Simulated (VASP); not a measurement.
Consider the following.

```
CELL_PARAMETERS angstrom
      0.00000     2.58464     2.58464
      2.58464     0.00000     2.58464
      2.58464     2.58464     0.00000
ATOMIC_POSITIONS crystal
  Sr 0.00000 0.00000 0.00000
  O  0.50000 0.50000 0.50000
```

All values below come from r2SCAN meta-GGA, VASP's PBE PAW potentials (set 64) (plane waves; VASP 6.6.1). Numerical set-up: 600 eV cut-off, 8×8×8 Γ-centred mesh, Gaussian smearing of 0.050 eV, potentials Sr_sv O.

Each row applies one change to this cell, which was relaxed at other settings and keeps the small stress of the first row; at a fixed cut-off the stress holds a Pulay part, so it need not integrate to ΔE exactly. Stress is in GPa, positive when the cell is compressed; gaps are those on the k-mesh, and 0.00 means metallic.

| change | ΔE (meV/atom) | σxx | σyy | σzz | largest shear component, with its sign (GPa) | gap (eV) |
|---|---|---|---|---|---|---|
| none | 0.0 | -0.08 | -0.08 | -0.08 | 0.00 | 3.75 |
| isotropic strain of +1.0 % | … | … | … | … | … | … |
| isotropic strain of +0.5 % | 0.9 | -1.43 | -1.43 | -1.43 | 0.00 | 3.76 |
| biaxial strain of +0.5 % in the xz plane | 0.5 | -1.20 | -0.55 | -1.20 | 0.00 | 3.73 |
| uniaxial strain of +2.0 % along y | … | … | … | … | … | … |
| shear strain γ_yz = -0.5 % | 0.1 | -0.09 | -0.09 | -0.09 | 0.28 | 3.75 |
| isotropic strain of -1.0 % | 5.1 | 2.94 | 2.94 | 2.94 | 0.00 | 3.74 |

Q: Fill in the missing entries.

A: 
- uniaxial strain of +2.0 % along y, ΔE (meV/atom): 3.4
- uniaxial strain of +2.0 % along y, σxx: -0.99
- uniaxial strain of +2.0 % along y, σyy: -3.32
- uniaxial strain of +2.0 % along y, σzz: -0.99
- uniaxial strain of +2.0 % along y, largest shear component, with its sign (GPa): 0.00
- uniaxial strain of +2.0 % along y, gap (eV): 3.72
- isotropic strain of +1.0 %, ΔE (meV/atom): 4.0
- isotropic strain of +1.0 %, σxx: -2.69
- isotropic strain of +1.0 %, σyy: -2.69
- isotropic strain of +1.0 %, σzz: -2.69
- isotropic strain of +1.0 %, largest shear component, with its sign (GPa): 0.00
- isotropic strain of +1.0 %, gap (eV): 3.76

Failed runs are left out, and for metals the shear rows, which the mesh's noise covers.

The compound is SrO in the rock salt structure.
